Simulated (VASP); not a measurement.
Given:

```
CELL_PARAMETERS angstrom
      0.00000     2.04281     2.04281
      2.04281     0.00000     2.04281
      2.04281     2.04281     0.00000
ATOMIC_POSITIONS crystal
  V  0.00000 0.00000 0.00000
  N  0.50000 0.50000 0.50000
```

Computed with vdW-DF-cx, VASP's PBE PAW potentials (set 64) (plane waves; VASP). Run with 520 eV cut-off, Gaussian smearing of 0.050 eV, potentials V_sv N.

Q: Give the energies of bands 6 to 12 at the high-symmetry points, in eV from the Fermi level.

A: 
```json
[
 {"band": "6", "Γ": "-2.24", "X": "-6.73", "U": "-6.64", "L": "-9.07", "W": "-6.32"},
 {"band": "7", "Γ": "-2.24", "X": "-3.96", "U": "-6.59", "L": "-6.23", "W": "-6.32"},
 {"band": "8", "Γ": "-2.24", "X": "-3.69", "U": "-5.12", "L": "-6.23", "W": "-6.08"},
 {"band": "9", "Γ": "-1.58", "X": "-3.69", "U": "-1.20", "L": "0.64", "W": "0.16"},
 {"band": "10", "Γ": "-1.58", "X": "0.55", "U": "0.90", "L": "0.64", "W": "0.16"},
 {"band": "11", "Γ": "-1.58", "X": "1.28", "U": "1.37", "L": "1.55", "W": "1.28"},
 {"band": "12", "Γ": "-0.47", "X": "1.28", "U": "2.82", "L": "5.21", "W": "2.31"}
]
```

It has no gap at this level: it comes out as a metal or semimetal.

The compound is VN in the rock salt structure, which distorts at low temperature. It was relaxed first. The run is not spin-polarised, so no magnetic state was tried. VASP warned that the highest band is occupied, so more bands are needed.
